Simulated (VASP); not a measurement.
Shape and ions are relaxed at each volume.

Energy against volume of SiC (wurtzite). The numbers are results of PBE GGA, VASP's PBE PAW potentials (set 64) (plane waves; VASP), not measurements.

```csv
V (Å³/atom),E (eV/atom)
9.871,-7.49926
10.186,-7.52056
10.501,-7.52725
10.816,-7.52135
11.131,-7.50457
```

**Question.** Fit a third-order Birch-Murnaghan equation of state.

**Answer.** 
```yaml
volume_per_atom: 10.50 Å³/atom
bulk_modulus: 213 GPa
pressure_derivative_of_the_bulk_modulus: 3.93
```

The compound is SiC in the wurtzite structure, the rare 2H polytype. It was relaxed first.
